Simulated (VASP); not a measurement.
VASP ran on this input.

File POSCAR:
```
Hf
1
    1.5233865918    -2.6385828963    -0.0000000000
    1.5233865918     2.6385828963    -0.0000000000
    0.0000000000     0.0000000000     4.8421534791
Hf
2
Direct
  0.3333330000   0.6666670000   0.2500000000
  0.6666670000   0.3333330000   0.7500000000
```

### INCAR
```
! general
SYSTEM   =  Hf
PREC     =  Accurate
ENCUT    =  500
LREAL    =  .FALSE.   ! projection in real space or not
LASPH    =  .TRUE.   ! aspherical one-centre terms

! electronic loop
EDIFF    =  1E-6   ! SCF stop (eV)
NELM     =  100   ! most electronic steps
ALGO     =  Normal
LMAXMIX  =  6

! smearing
ISMEAR   =  1
SIGMA    =  0.1   ! width (eV)

! functional
GGA      =  PE   ! PBE

! ions
IBRION   =  2   ! conjugate gradients
NSW      =  40   ! most ionic steps
ISIF     =  3   ! ions, shape and volume
EDIFFG   =  -0.02
PSTRESS  =  300

! output
LWAVE    =  .FALSE.
LCHARG   =  .FALSE.
```

KPOINTS:
```
Regular mesh
0
gamma
14 14 8
0 0 0
```

POTCAR, in this order: Hf_pv (PBE.64 set). Program: vasp_std.

Translate this PBE calculation to Quantum ESPRESSO's pw.x.

One equivalent input (not run):
```
&CONTROL
  calculation = 'vc-relax'
  pseudo_dir = './pseudo'
  outdir = './out'
  tprnfor = .true.
  tstress = .true.
  nstep = 40
  forc_conv_thr = 0.00078
/
&SYSTEM
  ibrav = 0
  nat = 2
  ntyp = 1
  ecutwfc = 58
  occupations = 'smearing'
  smearing = 'methfessel-paxton'
  degauss = 0.00735
  input_dft = 'pbe'
/
&ELECTRONS
  conv_thr = 7.3e-08
  electron_maxstep = 100
/
&IONS
/
&CELL
  press = 300
/
ATOMIC_SPECIES
  Hf 178.490 Hf.upf
CELL_PARAMETERS angstrom
     1.5233866   -2.6385829   -0.0000000
     1.5233866    2.6385829   -0.0000000
     0.0000000    0.0000000    4.8421535
ATOMIC_POSITIONS crystal
  Hf   0.3333330  0.6666670  0.2500000
  Hf   0.6666670  0.3333330  0.7500000
K_POINTS automatic
  14 14 8 0 0 0
```
Limits of the translation: the potentials are each code's own (VASP's PAW set, PseudoDojo norm-conserving files in pw.x), so ENCUT and ecutwfc are chosen apart and not converted; conv_thr bounds pw.x's estimated SCF error, while EDIFF bounds the energy change between steps; forc_conv_thr acts on force components and is met together with etot_conv_thr.

The compound is Hf in the hcp structure. This run relaxes it under an external pressure of 30 GPa. Symmetry was kept, so distortions that lower it aren't found.
